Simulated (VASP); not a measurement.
Here is a VASP 6.6.1 calculation.

INCAR

```
SYSTEM = Mg6ZnB
ALGO = Normal ; EDIFF = 1E-7
ENCUT = 520 ; GGA = PE
ISIF = 2 ; ISMEAR = -1
LASPH = .True. ; LCHARG = .False.
LREAL = .False. ; LWAVE = .False.
NBANDS = 24 ; NELM = 60
PREC = Accurate ; SIGMA = 0.05
```

The input KPOINTS:

```
k-points
0
Gamma
  7 5 5
  0 0 0
```

File POSCAR:

```
Mg6ZnB
1.0
    3.8855970000      0.0000000000      0.0000000000
    0.0000000000      4.0472470000      4.8849430000
    0.0000000000     -4.0472470000      4.8849430000
Zn Mg B
1 6 1
Direct
    0.5060420000      0.4289630000      0.4382790000
    0.0008740000      0.6385960000      0.6362930000
    0.0045030000      0.1456710000      0.6260540000
   -0.0018870000      0.6189740000      0.1543590000
    0.5066590000      0.8711810000      0.8708450000
    0.5064720000      0.3130010000      0.9506820000
    0.4982830000      0.9492430000      0.3067180000
   -0.0057940000      0.0190550000      0.0201540000
```

Potentials or basis: VASP PAW PBE potentials, release 64 (Zn, Mg, B).

The run is started by

```sh
$ cat potpaw_PBE.64/Zn/POTCAR potpaw_PBE.64/Mg/POTCAR potpaw_PBE.64/B/POTCAR > POTCAR
$ mpirun -np 1 vasp_std > vasp.out
```

(1) Predict the largest force.

(2) Estimate the band gap on the k mesh.

(3) Predict the pressure.

Answers

(1) 0.284 eV/Å.

(2) none (metal or under the smearing width).

(3) 0.2 GPa.
